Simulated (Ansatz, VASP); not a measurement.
# TiGe: VASP beside Ansatz, part 3 of 3

Aim: how closely do two programs agree when they are given the same cell, functional and k mesh? The cell is generated by rule, not measured, and may not be a known phase. The cell is taken from a series of runs on this material, whose earlier steps may have relaxed, scaled, displaced or heated it; both programs get it as it stands.

VASP 6.6.1 and Ansatz 0.2.0.

So far: Set-up; Ansatz: zone-centre phonons, PBE; VASP: zone-centre phonons, PBE.

### Step 3. VASP: zone-centre phonons, PBE (continued)

Level of this step: PBE; plane waves and PAW (Ti_sv, Ge_d); invented cell (VASP).

Numbers of over 12 decimals in the logs are rounded to 6 here.

OUTCAR, selected parts (step 3):

```text
ion  position               nearest neighbor table
   1  0.333  0.667  0.938-   3 2.53   3 2.53   4 2.57   4 2.57   4 2.57
   2  0.667  0.333  0.438-   4 2.53   4 2.53   3 2.57   3 2.57   3 2.57
   3  0.333  0.667  0.438-   1 2.53   1 2.53   2 2.57   2 2.57   2 2.57
   4  0.667  0.333  0.938-   2 2.53   2 2.53   1 2.57   1 2.57   1 2.57

  LATTYP: Found a hexagonal cell.
 ALAT       =     4.4490299543
 C/A-ratio  =     1.1381781996

 Subroutine GETGRP returns: Found 24 space group operations
 (whereof  6 operations were pure point group operations)

The static configuration has the point symmetry C_3v.
 The point group associated with its full space group is D_6h.

 Found     70 irreducible k-points:

   k-points           NKPTS =     70   k-points in BZ     NKDIM =     70   number of bands    NBANDS=     32

   dimension x,y,z NGX =    32 NGY =   32 NGZ =   40
   dimension x,y,z NGXF=    64 NGYF=   64 NGZF=   80

   ENCUT  =  500.0 eV  36.75 Ry    6.06 a.u.   8.11  8.11  9.23*2*pi/ulx,y,z

   NELECT =      52.0000    total number of electrons

 k-points in reciprocal lattice and weights: Automatic mesh
   0.00000000  0.00000000  0.00000000       0.001
   0.10000000  0.00000000  0.00000000       0.007
   0.20000000  0.00000000  0.00000000       0.007
   0.30000000  0.00000000  0.00000000       0.007
   0.40000000  0.00000000  0.00000000       0.007
   0.50000000 -0.00000000  0.00000000       0.004
   0.10000000  0.10000000  0.00000000       0.007
   0.20000000  0.10000000  0.00000000       0.015
   0.30000000  0.10000000  0.00000000       0.015
[...]
0.40000000  0.20000000  0.50000000       0.007
   0.30000000  0.30000000  0.50000000       0.007

 average (electrostatic) potential at core
       1 -75.9926       2 -75.9926       3 -72.9890       4 -72.9890

  Total       -0.0195840     -0.0195840      0.0492329      0.0000000      0.0000000      0.0000000
  in kB       -0.3614731     -0.3614731      0.9087175      0.0000000      0.0000000      0.0000000
  external PRESSURE =       0.0619238 kB  Pullay stress =       0.0000000 kB

  energy-cutoff  :      500.00
  volume of cell :       86.80
      direct lattice vectors                 reciprocal lattice vectors
     4.449029954  0.000003212  0.000000000     0.224768004  0.129770084  0.000000000
    -2.224517759  3.852971357  0.000000000    -0.000000187  0.259539844  0.000000000
     0.000000000  0.000000000  5.063788903     0.000000000  0.000000000  0.197480586

 POSITION                                       TOTAL-FORCE (eV/Angst)
 -----------------------------------------------------------------------------------
     -0.00000      2.56865      4.74730        -0.000000      0.000000     -0.000000
      2.22451      1.28433      2.21541         0.000000      0.000000      0.000000
     -0.00000      2.56865      2.21541        -0.000000      0.000000      0.000000
      2.22451      1.28433      4.74730         0.000000     -0.000000      0.000000
 -----------------------------------------------------------------------------------
    total drift:                               -0.000000      0.000000      0.000000

 Eigenvectors and eigenvalues of the dynamical matrix
 ----------------------------------------------------

   1 f  =    9.529374 THz    59.874823 2PiTHz  317.865702 cm-1    39.410306 meV
             X         Y         Z           dx          dy          dz
     -0.000002  2.568649  4.747302     0.000000   -0.000000   -0.549377
      2.224514  1.284326  2.215408     0.000000   -0.000000    0.549377
     -0.000002  2.568649  2.215408    -0.000000    0.000000    0.445179
      2.224514  1.284326  4.747302    -0.000000    0.000000   -0.445179

   2 f  =    8.934483 THz    56.137010 2PiTHz  298.022259 cm-1    36.950034 meV
             X         Y         Z           dx          dy          dz
     -0.000002  2.568649  4.747302     0.000000    0.000000   -0.549821
      2.224514  1.284326  2.215408     0.000000    0.000000   -0.549821
     -0.000002  2.568649  2.215408    -0.000000   -0.000000    0.444632
      2.224514  1.284326  4.747302    -0.000000   -0.000000    0.444632

   3 f  =    7.840011 THz    49.260243 2PiTHz  261.514626 cm-1    32.423667 meV
             X         Y         Z           dx          dy          dz
     -0.000002  2.568649  4.747302    -0.459210    0.300235   -0.000000
      2.224514  1.284326  2.215408    -0.459210    0.300235   -0.000000
     -0.000002  2.568649  2.215408     0.373359   -0.244105    0.000000
      2.224514  1.284326  4.747302     0.373359   -0.244105   -0.000000

   4 f  =    7.840011 THz    49.260243 2PiTHz  261.514626 cm-1    32.423667 meV
             X         Y         Z           dx          dy          dz
     -0.000002  2.568649  4.747302    -0.300235   -0.459210    0.000000
      2.224514  1.284326  2.215408    -0.300235   -0.459210   -0.000000
     -0.000002  2.568649  2.215408     0.244105    0.373359    0.000000
      2.224514  1.284326  4.747302     0.244105    0.373359    0.000000

   5 f  =    7.532353 THz    47.327171 2PiTHz  251.252259 cm-1    31.151296 meV
             X         Y         Z           dx          dy          dz
     -0.000002  2.568649  4.747302    -0.489532    0.320057   -0.000000
      2.224514  1.284326  2.215408     0.489532   -0.320057   -0.000000
     -0.000002  2.568649  2.215408    -0.332613    0.217464    0.000000
      2.224514  1.284326  4.747302     0.332613   -0.217464   -0.000000

   6 f  =    7.532353 THz    47.327171 2PiTHz  251.252259 cm-1    31.151296 meV
             X         Y         Z           dx          dy          dz
     -0.000002  2.568649  4.747302     0.320057    0.489532    0.000000
      2.224514  1.284326  2.215408    -0.320057   -0.489532    0.000000
     -0.000002  2.568649  2.215408     0.217464    0.332613   -0.000000
      2.224514  1.284326  4.747302    -0.217464   -0.332613   -0.000000

   7 f  =    3.637295 THz    22.853799 2PiTHz  121.327105 cm-1    15.042637 meV
             X         Y         Z           dx          dy          dz
     -0.000002  2.568649  4.747302     0.332611   -0.217466    0.000000
      2.224514  1.284326  2.215408    -0.332611    0.217466   -0.000000
     -0.000002  2.568649  2.215408    -0.489529    0.320061    0.000000
      2.224514  1.284326  4.747302     0.489529   -0.320061   -0.000000

   8 f  =    3.637295 THz    22.853799 2PiTHz  121.327105 cm-1    15.042637 meV
             X         Y         Z           dx          dy          dz
     -0.000002  2.568649  4.747302     0.217466    0.332611   -0.000000
      2.224514  1.284326  2.215408    -0.217466   -0.332611    0.000000
     -0.000002  2.568649  2.215408    -0.320061   -0.489529   -0.000000
      2.224514  1.284326  4.747302     0.320061    0.489529    0.000000

   9 f  =    3.024650 THz    19.004436 2PiTHz  100.891460 cm-1    12.508941 meV
             X         Y         Z           dx          dy          dz
     -0.000002  2.568649  4.747302     0.000000    0.000000    0.445179
      2.224514  1.284326  2.215408    -0.000000   -0.000000   -0.445179
     -0.000002  2.568649  2.215408    -0.000000   -0.000000    0.549377
      2.224514  1.284326  4.747302     0.000000    0.000000   -0.549377

  10 f/i=    0.004741 THz     0.029789 2PiTHz    0.158145 cm-1     0.019608 meV
             X         Y         Z           dx          dy          dz
     -0.000002  2.568649  4.747302     0.025869   -0.445326   -0.000000
      2.224514  1.284326  2.215408     0.025869   -0.445326   -0.000000
     -0.000002  2.568649  2.215408     0.031818   -0.547725   -0.000000
      2.224514  1.284326  4.747302     0.031818   -0.547725   -0.000000

  11 f/i=    0.004741 THz     0.029789 2PiTHz    0.158145 cm-1     0.019608 meV
             X         Y         Z           dx          dy          dz
     -0.000002  2.568649  4.747302    -0.445326   -0.025869   -0.000000
      2.224514  1.284326  2.215408    -0.445326   -0.025869   -0.000000
     -0.000002  2.568649  2.215408    -0.547725   -0.031818   -0.000000
      2.224514  1.284326  4.747302    -0.547725   -0.031818   -0.000000

  12 f/i=    0.018109 THz     0.113780 2PiTHz    0.604041 cm-1     0.074892 meV
             X         Y         Z           dx          dy          dz
     -0.000002  2.568649  4.747302     0.000000   -0.000000    0.444632
      2.224514  1.284326  2.215408     0.000000   -0.000000    0.444632
     -0.000002  2.568649  2.215408     0.000000   -0.000000    0.549821
      2.224514  1.284326  4.747302     0.000000   -0.000000    0.549821

 ELASTIC MODULI CONTR FROM IONIC RELAXATION (kBar)
 Direction    XX          YY          ZZ          XY          YZ          ZX
 --------------------------------------------------------------------------------
 XX        -523.2631    523.2631      0.0000      0.0000      0.0000      0.0000
 YY         523.2631   -523.2631     -0.0000      0.0000     -0.0000     -0.0000
 ZZ           0.0000     -0.0000     -0.0000      0.0000     -0.0000      0.0000
 XY           0.0000      0.0000      0.0000   -523.2631     -0.0000     -0.0000
 YZ           0.0000     -0.0000     -0.0000     -0.0000     -0.0000     -0.0000
 ZX           0.0000     -0.0000      0.0000     -0.0000     -0.0000     -0.0000
 --------------------------------------------------------------------------------
```

### Step 4. Differences

Known differences besides the potentials themselves: the cutoff is 420 eV in Ansatz and 500 eV in VASP. Total energies have different zeros and are not compared.

Both answers:

```csv
quantity,Ansatz,VASP,difference
optical mode 1 (cm⁻¹),103.2,100.9,+2.27 %
optical mode 2 to 3 (cm⁻¹),121.7,121.3,+0.29 %
optical mode 4 to 5 (cm⁻¹),250.3,251.3,-0.39 %
optical mode 6 to 7 (cm⁻¹),261.0,261.5,-0.21 %
optical mode 8 (cm⁻¹),294.9,298.0,-1.05 %
optical mode 9 (cm⁻¹),315.4,317.9,-0.78 %
```

Modes are paired by rising frequency, not by their patterns, so a pair may set unlike modes beside each other; they are those without the splitting of longitudinal modes.

### Step 5. Results

- r.m.s. difference of the optical zone-centre modes, each program's sorted by frequency (zone-centre phonons, PBE): 1.6 cm⁻¹
- difference in optical mode 1 (zone-centre phonons, PBE): +2.3 %

In words: The r.m.s. difference of the optical zone-centre modes, each program's sorted by frequency is 1.6 cm⁻¹ (zone-centre phonons, PBE). Among the rows given in per cent, the largest difference of the zone-centre phonons, PBE pair is in optical mode 1, +2.3 %. Such differences can come from data sets, numerical settings and the points named under the comparisons, not from the functional's error against experiment.

[Lines on the potential files, build, host, timing and source positions are cut from VASP's logs without a mark.]

[Logs are printed without paths, hosts, clocks, repeated set-up lines and the standing remarks that a program may print on its own settings, such as how far it seeks lower states.]

[Hosts, paths, dates, database ids (printed as entryN), source tags and the programs' standing remarks are cut or masked in the printed files.]
